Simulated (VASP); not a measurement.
Consider the following.

```xyz
4
Lattice="3.9976 0.0000 0.0000 -1.9988 3.4620 0.0000 0.0000 0.0000 6.5994" Properties=species:S:1:pos:R:3 pbc="T T T"
Ge     2.0041     1.1195     0.4458
Ge    -0.0170     2.3413     6.2078
Ge    -0.0142     2.3008     3.6983
Ge     2.0248     1.1624     2.8469
```

These are PBEsol GGA, VASP's PBE PAW potentials (set 64) (plane waves; VASP) values and carry that method's errors. Settings: 300 eV cut-off, 5×5×3 Γ-centred mesh, Fermi-Dirac smearing of 0.10 eV, potentials Ge_d.

At this cut-off the stress carries a Pulay error, which pulls relaxed volumes low.

Task: Estimate the energy per atom (σ→0), pressure, largest force, band gap (on the k-mesh) with the smallest direct gap where there is one.

Result: 
```json
{
 "band gap (on the k-mesh)": "none (metal, semimetal or under 0.01 eV)",
 "energy per atom (σ→0)": "-4.875 eV/atom",
 "pressure": "-1.14 GPa",
 "largest_force": "0.01722 Ha/bohr"
}
```

Total energies compare only between runs with the same potentials, cut-off and functional.

The structure comes from a computed database's Ge entry; how it stands against other phases isn't given here. The cell was not relaxed at this level, atoms are displaced from their ideal sites. The k-mesh is coarse (spacing up to 0.36 per Å, 2π included), so the numbers may not be converged in it.
